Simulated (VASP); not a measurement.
**KRh6: single point with PBE**

Crystal: KRh6.

```xyz
7
Lattice="5.8847 0.0000 0.0000 0.0000 5.8847 0.0000 0.0000 0.0000 5.8847" Properties=species:S:1:pos:R:3 pbc="T T T"
K     0.0000    0.0000    0.0000
Rh    1.1592    2.9424    2.9424
Rh    2.9424    2.9424    4.7255
Rh    2.9424    2.9424    1.1592
Rh    2.9424    1.1592    2.9424
Rh    2.9424    4.7255    2.9424
Rh    4.7255    2.9424    2.9424
```

The cell was built by a generator and needn't be a form met in nature.

The cell isn't the ideal one: species swapped into the GdB6 type (Pm-3m, No. 221).

```json
{
  "Program": "VASP 6.6.1",
  "Task": "single point",
  "Functional": "PBE",
  "Potentials or basis": "VASP PAW PBE potentials, release 64 (K_sv, Rh_pv)",
  "Cutoff": "520 eV",
  "k mesh": "6 × 6 × 6",
  "Occupations": "gaussian, width 0.1 eV",
  "Spin": "no spin polarisation",
  "Dipole correction": "no",
  "Further INCAR settings": "ALGO = Fast; EDIFF = 1e-06; NBANDS = 58"
}
```

| Quantity | Value |
| --- | --- |
| Pressure | 0.0 GPa |
| Largest force | 0.039 eV/Å |
| Band gap on the k mesh | none (metal or under the smearing width) |

Forces on the atoms (eV/Å):
```
K    0.000  0.000  0.000
Rh   0.039  0.000  0.000
Rh   0.000  0.000 -0.039
Rh   0.000  0.000  0.039
Rh   0.000  0.039  0.000
Rh   0.000 -0.039  0.000
Rh  -0.039  0.000  0.000
```

Levels at points of the mesh, in eV from the Fermi level:
```csv
k point,band 46,band 47,band 48,band 49,band 50,band 51,band 52,band 53
"(0.00, 0.00, 0.00)",-1.13,-1.13,-0.30,-0.30,0.09,1.26,1.26,1.27
"(0.50, 0.00, 0.00)",-0.66,-0.49,-0.49,-0.30,-0.28,-0.07,-0.07,0.28
"(0.50, 0.50, 0.00)",-0.94,-0.86,-0.47,0.00,0.00,0.24,0.24,0.46
"(0.50, 0.50, 0.50)",-0.87,-0.87,0.16,0.16,0.16,0.47,0.47,0.47
```

Wall time 2.6 min on 1 thread of Intel(R) Xeon(R) 6975P-C (Granite Rapids), with other jobs on the host, peak memory 0.41 GiB.
